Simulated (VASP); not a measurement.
Method: PBE GGA with D3 dispersion (zero damping), VASP's PBE PAW potentials (set 64) (plane waves; VASP).

VASP ran on this input.

File KPOINTS:
```
Automatic mesh
0
Gamma
13 13 13
0 0 0
```

POSCAR:
```
CoGa
1.0
  2.8504771063   0.0000000000   0.0000000000
  0.0000000000   2.8504771063   0.0000000000
  0.0000000000   0.0000000000   2.8504771063
Ga Co
1 1
Cartesian
  1.4252385532   1.4252385532   1.4252385532
  0.0000000000   0.0000000000   0.0000000000
```

### INCAR
```
SYSTEM=CoGa
PREC=Accurate; ENCUT=520; LREAL=.FALSE.
LASPH=.TRUE.
EDIFF=1E-7; NELM=100; ALGO=Normal
LMAXMIX=4
ISMEAR=1; SIGMA=0.1
GGA=PE; IVDW=11
ISIF=2
LWAVE=.FALSE.; LCHARG=.FALSE.
```

POTCAR, in this order: Ga_d Co (PBE.64 set). Program: vasp_std.

Output

**OSZICAR**
```
       N       E                     dE             d eps       ncg     rms          rms(c)
DAV:   1     0.101120065855E+03    0.10112E+03   -0.11030E+04  2647   0.267E+03
DAV:   2    -0.633577565176E+01   -0.10746E+03   -0.10501E+03  2625   0.363E+02
DAV:   3    -0.113505098052E+02   -0.50147E+01   -0.49937E+01  2772   0.829E+01
DAV:   4    -0.114299008184E+02   -0.79391E-01   -0.79372E-01  3542   0.994E+00
DAV:   5    -0.114318585749E+02   -0.19578E-02   -0.19577E-02  2992   0.130E+00    0.972E+00
DAV:   6    -0.123026127867E+02   -0.87075E+00   -0.21162E+01  2872   0.622E+01    0.107E+01
DAV:   7    -0.104890376854E+02    0.18136E+01   -0.85364E+00  2632   0.462E+01    0.192E+00
DAV:   8    -0.104686203611E+02    0.20417E-01   -0.23650E-01  3063   0.561E+00    0.618E-01
DAV:   9    -0.104630492056E+02    0.55712E-02   -0.17623E-02  3592   0.216E+00    0.124E-01
DAV:  10    -0.104627897372E+02    0.25947E-03   -0.56940E-04  3257   0.360E-01    0.627E-02
DAV:  11    -0.104627802810E+02    0.94562E-05   -0.55855E-05  3633   0.133E-01    0.114E-02
DAV:  12    -0.104627795749E+02    0.70609E-06   -0.26941E-06  3242   0.281E-02    0.216E-03
DAV:  13    -0.104627794694E+02    0.10554E-06   -0.23958E-07  2263   0.806E-03    0.109E-03
DAV:  14    -0.104627794104E+02    0.58988E-07   -0.75073E-08  1519   0.521E-03
   1 F= -.11179437E+02 E0= -.11179768E+02  d E =0.992277E-03
```

### OUTCAR
```
------------------------ aborting loop because EDIFF is reached ----------------------------------------
 Edisp (eV)   -0.71666
  FORCE on cell =-STRESS in cart. coord.  units (eV):
  Direction    XX          YY          ZZ          XY          YZ          ZX
  --------------------------------------------------------------------------------------
  Total      -0.00637    -0.00637    -0.00637    -0.00000     0.00000    -0.00000
  in kB      -0.44033    -0.44033    -0.44033    -0.00000     0.00000    -0.00000
  external pressure =       -0.44 kB  Pullay stress =        0.00 kB
  volume of cell :       23.16
      direct lattice vectors                 reciprocal lattice vectors
     2.850477106  0.000000000  0.000000000     0.350818464  0.000000000  0.000000000
     0.000000000  2.850477106  0.000000000     0.000000000  0.350818464  0.000000000
     0.000000000  0.000000000  2.850477106     0.000000000  0.000000000  0.350818464
 POSITION                                       TOTAL-FORCE (eV/Angst)
 -----------------------------------------------------------------------------------
      1.42524      1.42524      1.42524         0.000000      0.000000      0.000000
      0.00000      0.00000      0.00000         0.000000      0.000000      0.000000
 -----------------------------------------------------------------------------------
    total drift:                                0.000000      0.000000     -0.000000
  FREE ENERGIE OF THE ION-ELECTRON SYSTEM (eV)
  ---------------------------------------------------
  free  energy   TOTEN  =       -11.1794367712 eV

  energy  without entropy=      -11.1804290481  energy(sigma->0) =      -11.17976753
```
(Selected blocks of OUTCAR.)

OUTCAR:
```
 val. band max:       10.2185159372   @ k =   0.4615   0.3077   0.0000

 cond. band min:      10.2598274718   @ k =   0.4615   0.4615   0.2308


 Fermi energy:        10.2277662340

 k-point     1 :       0.0000    0.0000    0.0000
  band No.  band energies     occupation
      1      -5.0503      2.00000
      2      -5.0503      2.00000
      3      -4.6747      2.00000
      4      -4.6747      2.00000
      5      -4.6747      2.00000
      6      -2.1362      2.00000
      7       7.5355      2.00000
      8       7.5355      2.00000
      9       9.4256      2.00000
     10       9.4256      2.00000
     11       9.4256      2.00000
     12      15.4963      0.00000
     13      15.4963      0.00000
     14      15.4963      0.00000
     15      21.4268      0.00000

 k-point     2 :       0.0769    0.0000    0.0000
  band No.  band energies     occupation
      1      -5.0468      2.00000
      2      -5.0335      2.00000
      3      -4.6808      2.00000
      4      -4.6808      2.00000
      5      -4.6733      2.00000
      6      -2.0219      2.00000
      7       7.5152      2.00000
      8       7.5480      2.00000
      9       9.3468      2.00000
     10       9.3468      2.00000
     11       9.4258      2.00000
     12      14.6391      0.00000
     13      15.7009      0.00000
     14      15.7009      0.00000
     15      21.4455      0.00000

 k-point     3 :       0.1538    0.0000    0.0000
  band No.  band energies     occupation
      1      -5.0371      2.00000
      2      -4.9879      2.00000
      3      -4.6977      2.00000
      4      -4.6977      2.00000
      5      -4.6694      2.00000
      6      -1.6783      2.00000
      7       7.3998      2.00000
      8       7.5831      2.00000
      9       9.1449      2.00000
     10       9.1449      2.00000
     11       9.4264      2.00000
     12      13.0100      0.00000
     13      16.2804      0.00000
     14      16.2804      0.00000
     15      21.5018      0.00000
...
```

The compound is CoGa in the CsCl type structure. It was relaxed first. The run is not spin-polarised, so no magnetic state was tried.
